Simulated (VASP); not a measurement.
Output of a VASP run:

### OSZICAR
```
       N       E                     dE             d eps       ncg     rms          rms(c)
DAV:   1     0.235983347591E+02    0.23598E+02   -0.55304E+03  1896   0.106E+03
DAV:   2    -0.244343322375E+02   -0.48033E+02   -0.45784E+02  1944   0.208E+02
DAV:   3    -0.248230851895E+02   -0.38875E+00   -0.38866E+00  2214   0.234E+01
DAV:   4    -0.248242733055E+02   -0.11881E-02   -0.11881E-02  2148   0.115E+00
DAV:   5    -0.248242868372E+02   -0.13532E-04   -0.13531E-04  2150   0.110E-01    0.591E+00
DAV:   6    -0.211963260847E+02    0.36280E+01   -0.78456E+00  1884   0.323E+01    0.500E+00
DAV:   7    -0.213491170936E+02   -0.15279E+00   -0.52152E-01  1880   0.726E+00    0.246E+00
DAV:   8    -0.213392031454E+02    0.99139E-02   -0.32648E-02  1878   0.173E+00    0.138E-01
DAV:   9    -0.213535343544E+02   -0.14331E-01   -0.30574E-02  1923   0.141E+00    0.176E-01
DAV:  10    -0.213533672087E+02    0.16715E-03   -0.18300E-03  1913   0.537E-01    0.684E-02
DAV:  11    -0.213568479362E+02   -0.34807E-02   -0.56588E-03  1902   0.634E-01    0.657E-02
DAV:  12    -0.213566164449E+02    0.23149E-03   -0.24677E-04  2059   0.167E-01    0.540E-02
DAV:  13    -0.213567280545E+02   -0.11161E-03   -0.16192E-04  1921   0.137E-01    0.257E-02
DAV:  14    -0.213567898320E+02   -0.61778E-04   -0.12787E-04  1933   0.960E-02    0.594E-03
DAV:  15    -0.213567890191E+02    0.81296E-06   -0.49377E-06  1987   0.256E-02    0.153E-03
DAV:  16    -0.213567895086E+02   -0.48950E-06   -0.18311E-07  1901   0.531E-03    0.114E-03
DAV:  17    -0.213567902861E+02   -0.77752E-06   -0.76705E-07  1889   0.931E-03    0.341E-04
DAV:  18    -0.213567902491E+02    0.37016E-07   -0.42487E-08  1518   0.241E-03
   1 F= -.21356790E+02 E0= -.21356549E+02  d E =-.722940E-03
```

**OUTCAR**
```
------------------------ aborting loop because EDIFF is reached ----------------------------------------
  FORCE on cell =-STRESS in cart. coord.  units (eV):
  Direction    XX          YY          ZZ          XY          YZ          ZX
  --------------------------------------------------------------------------------------
  Total        0.0467610      0.0467610      0.0467610      0.0000000      0.0000000      0.0000000
  in kB        4.3445197      4.3445197      4.3445197      0.0000000      0.0000000      0.0000000
  external PRESSURE =       4.3445197 kB  Pullay stress =       0.0000000 kB
  volume of cell :       17.24
      direct lattice vectors                 reciprocal lattice vectors
     0.000000000  2.050567803  2.050567803    -0.243834902  0.243834902  0.243834902
     2.050567803  0.000000000  2.050567803     0.243834902 -0.243834902  0.243834902
     2.050567803  2.050567803  0.000000000     0.243834902  0.243834902 -0.243834902
 POSITION                                       TOTAL-FORCE (eV/Angst)
 -----------------------------------------------------------------------------------
      0.00000      0.00000      0.00000         0.000000     -0.000000     -0.000000
 -----------------------------------------------------------------------------------
    total drift:                               -0.000000     -0.000000     -0.000000
  FREE ENERGIE OF THE ION-ELECTRON SYSTEM (eV)
  ---------------------------------------------------
  free  energy   TOTEN  =       -21.3567902491 eV

  energy  without entropy=      -21.3560673090  energy(sigma->0) =      -21.35654927
```
(Selected blocks of OUTCAR.)

### POSCAR
```
Ag
1
   -0.0000000000     2.0505678027     2.0505678027
    2.0505678027    -0.0000000000     2.0505678027
    2.0505678027     2.0505678027    -0.0000000000
Ag
1
Direct
  0.0000000000   0.0000000000   0.0000000000
```

Question: Reconstruct the remaining input files.

Answer: This is not unique; one that fits is the input of the run itself, r2SCAN meta-GGA, plane waves, VASP's PBE PAW potentials (set 64).

### KPOINTS
```
K-points
0
gamma
14 14 14
```

INCAR:
```
# general
SYSTEM   =  Ag
PREC     =  Accurate
ENCUT    =  480
LREAL    =  F
LASPH    =  T

# electronic loop
EDIFF    =  1E-7
NELM     =  100
ALGO     =  Normal
LMAXMIX  =  4
LMIXTAU  =  T

# smearing
ISMEAR   =  1
SIGMA    =  0.1

# functional
METAGGA  =  R2SCAN

# ions
ISIF     =  2

# output
LWAVE    =  F
LCHARG   =  F
```

POTCAR, in this order: Ag (PBE.64 set). Program: vasp_std.

The compound is Ag in the fcc structure. It was relaxed first.
